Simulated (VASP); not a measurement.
OSZICAR of a VASP run on Hf (hcp):

### OSZICAR
```
       N       E                     dE             d eps       ncg     rms          rms(c)
DAV:   1     0.482327462097E+02    0.48233E+02   -0.11765E+04  2144   0.136E+03
DAV:   2    -0.184451362877E+02   -0.66678E+02   -0.65501E+02  2686   0.273E+02
DAV:   3    -0.205398748538E+02   -0.20947E+01   -0.20445E+01  2884   0.313E+01
DAV:   4    -0.205589794585E+02   -0.19105E-01   -0.19101E-01  2422   0.374E+00
DAV:   5    -0.205593067402E+02   -0.32728E-03   -0.32726E-03  2960   0.383E-01    0.657E+01
DAV:   6    -0.200398140828E+02    0.51949E+00   -0.49919E-01  2254   0.547E+00    0.389E+01
DAV:   7    -0.198579078295E+02    0.18191E+00   -0.83722E-01  2286   0.679E+00    0.199E+00
DAV:   8    -0.198483100524E+02    0.95978E-02   -0.55017E-02  2326   0.180E+00    0.218E-01
DAV:   9    -0.198484137405E+02   -0.10369E-03   -0.11578E-03  2998   0.272E-01    0.208E-01
DAV:  10    -0.198484032738E+02    0.10467E-04   -0.72476E-05  2364   0.687E-02    0.341E-01
DAV:  11    -0.198484036250E+02   -0.35120E-06   -0.11465E-05  2740   0.278E-02    0.186E-02
DAV:  12    -0.198484040748E+02   -0.44977E-06   -0.76919E-07  1610   0.738E-03
   1 F= -.20269156E+02 E0= -.20269116E+02  d E =-.202692E+02
       N       E                     dE             d eps       ncg     rms          rms(c)
DAV:   1    -0.198528709179E+02   -0.44673E-02   -0.23510E-01  2134   0.425E+00    0.118E+00
DAV:   2    -0.198461854679E+02    0.66854E-02   -0.13583E-02  2200   0.979E-01    0.312E-01
DAV:   3    -0.198441194641E+02    0.20660E-02   -0.39687E-03  2254   0.484E-01    0.160E-01
DAV:   4    -0.198438660345E+02    0.25343E-03   -0.60566E-04  2624   0.194E-01    0.126E-01
DAV:   5    -0.198438564606E+02    0.95739E-05   -0.52203E-05  2698   0.454E-02    0.224E-02
DAV:   6    -0.198438574693E+02   -0.10088E-05   -0.14683E-06  2094   0.881E-03    0.857E-03
DAV:   7    -0.198438572274E+02    0.24195E-06   -0.11210E-07  1382   0.271E-03
   2 F= -.20269007E+02 E0= -.20268942E+02  d E =0.148778E-03
       N       E                     dE             d eps       ncg     rms          rms(c)
DAV:   1    -0.198494086708E+02   -0.55512E-02   -0.69066E-02  2134   0.230E+00    0.645E-01
DAV:   2    -0.198474429477E+02    0.19657E-02   -0.40395E-03  2206   0.532E-01    0.169E-01
DAV:   3    -0.198468385005E+02    0.60445E-03   -0.11454E-03  2242   0.259E-01    0.843E-02
DAV:   4    -0.198467590744E+02    0.79426E-04   -0.18520E-04  2600   0.107E-01    0.660E-02
DAV:   5    -0.198467512433E+02    0.78311E-05   -0.15237E-05  2692   0.245E-02    0.120E-02
DAV:   6    -0.198467509765E+02    0.26683E-06   -0.39582E-07  1394   0.483E-03
   3 F= -.20269507E+02 E0= -.20269460E+02  d E =-.351056E-03
```

Problem. Which electronic solver shows in the log?

Solution. It is blocked Davidson (ALGO = Normal, or the opening steps of other solvers). The INCAR had ALGO = Normal.

Problem. Can the final energy be trusted as converged?

Solution. Self-consistency was reached. It stopped with EDIFF = 1E-6, NELM = 100, NSW = 60 and EDIFFG = -0.01 after 3 ionic steps (PBE GGA with D4 dispersion, plane waves, VASP's PBE PAW potentials (set 64)).

The compound is Hf in the hcp structure. This run relaxes it. Symmetry was kept, so distortions that lower it aren't found.
